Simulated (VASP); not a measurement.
Given:

```
KMgF3
1.0
    3.99726     0.00000     0.00000
    0.00000     3.99726     0.00000
    0.00000     0.00000     3.99726
K Mg F
1 1 3
Direct
  0.00000   0.00000   0.00000
  0.50000   0.50000   0.50000
  0.50000   0.00000   0.50000
  0.00000   0.50000   0.50000
  0.50000   0.50000   0.00000
```

These are optB86b-vdW, VASP's PBE PAW potentials (set 64) (plane waves; VASP 6.6.1) values and carry that method's errors. Settings: 520 eV cut-off, 6×6×6 Γ-centred mesh, tetrahedra with Blöchl corrections, potentials K_sv Mg F.

Q: Predict the energy per atom (σ→0), band gap (on the k-mesh) with the smallest direct gap where there is one.

A: 
```
Property                                     Result
-----------------------------------  --------------
band gap (on the k-mesh)                    7.31 eV
smallest direct gap (on the k-mesh)         7.63 eV
energy per atom (σ→0)                -3.128 eV/atom
```

The compound is KMgF3 in the cubic perovskite structure. It was relaxed first.
